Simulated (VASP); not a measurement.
OSZICAR of a VASP run on ZrC (rock salt):

OSZICAR:
```
       N       E                     dE             d eps       ncg     rms          rms(c)
DAV:   1     0.875804776386E+02    0.87580E+02   -0.77888E+03  1744   0.111E+03
DAV:   2    -0.185250016337E+02   -0.10611E+03   -0.10033E+03  2056   0.299E+02
DAV:   3    -0.227554895068E+02   -0.42305E+01   -0.41424E+01  2448   0.544E+01
DAV:   4    -0.229092398917E+02   -0.15375E+00   -0.15363E+00  2276   0.999E+00
DAV:   5    -0.229140609965E+02   -0.48211E-02   -0.48209E-02  2480   0.140E+00    0.211E+01
DAV:   6    -0.196028369606E+02    0.33112E+01   -0.16325E+01  1936   0.281E+01    0.810E+00
DAV:   7    -0.194766591248E+02    0.12618E+00   -0.74698E-01  2028   0.686E+00    0.589E+00
DAV:   8    -0.194688446352E+02    0.78145E-02   -0.13175E-01  1864   0.340E+00    0.142E+00
DAV:   9    -0.194650831743E+02    0.37615E-02   -0.28457E-02  2176   0.114E+00    0.462E-01
DAV:  10    -0.194653765217E+02   -0.29335E-03   -0.18755E-03  2036   0.555E-01    0.336E-01
DAV:  11    -0.194652212120E+02    0.15531E-03   -0.57148E-04  1956   0.193E-01    0.178E-02
DAV:  12    -0.194652176261E+02    0.35859E-05   -0.11072E-05  2628   0.366E-02    0.105E-02
DAV:  13    -0.194652171480E+02    0.47813E-06   -0.24051E-07  1096   0.564E-03
   1 F= -.19465217E+02 E0= -.19465106E+02  d E =-.333557E-03
```

**Question.** Which electronic solver shows in the log?

**Answer.** It is blocked Davidson (ALGO = Normal, or the opening steps of other solvers). The INCAR had ALGO = Normal.

**Question.** Can the final energy be trusted as converged?

**Answer.** The run converged. It stopped with EDIFF = 1E-6, NELM = 100 (PBE GGA, plane waves, VASP's PBE PAW potentials (set 64)).

The compound is ZrC in the rock salt structure. The cell was not relaxed at this level. The run is one of a series of settings (ENCUT = 400 against the base run), some of them coarse on purpose.
